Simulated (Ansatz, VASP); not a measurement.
MgCdS4 in VASP and in Ansatz

```
Mg Cd S
1.0
     5.55627    0.00000    0.00000
    -2.77813    4.81187    0.00000
     0.00000    0.00000    5.01451
Mg Cd S
1 1 4
Direct
  0.00000 0.00000 0.00000
  0.00000 0.00000 0.50000
  0.33333 0.66667 0.74089
  0.33333 0.66667 0.25911
  0.66667 0.33333 0.25911
  0.66667 0.33333 0.74089
```

Alike in both runs: task single point; functional PBE; k mesh 6 × 6 × 4; occupations gaussian, width 0.1 eV; no spin polarisation.

```csv
,VASP,Ansatz
version,VASP 6.6.1,Ansatz 0.2.0
potentials or method,"VASP PAW PBE potentials, release 64 (Mg, Cd, S)","scalar-relativistic, plane waves, PAW"
plane-wave cutoff (eV),520,420
valence electrons in the cell,38,54
```

VASP gave:

| Quantity | Value |
| --- | --- |
| gap on the k mesh at the Fermi level (eV) | none |
| pressure (GPa) | -3.8 |
| largest component of the traceless stress (GPa) | 2.76 |
| rms of the force components (eV/Å) | 0.430 |

**Question.** What did Ansatz give for the same quantities?

**Answer.** gap on the k mesh at the Fermi level (eV): none; pressure (GPa): -3.7; largest component of the traceless stress (GPa): 2.87; rms of the force components (eV/Å): 0.413.

Atom by atom the forces differ by 0.017 eV/Å (rms over components). A gap of «none» marks a metal or a gap that the smearing closes. The two sets of potentials don't hold the same shells in valence.
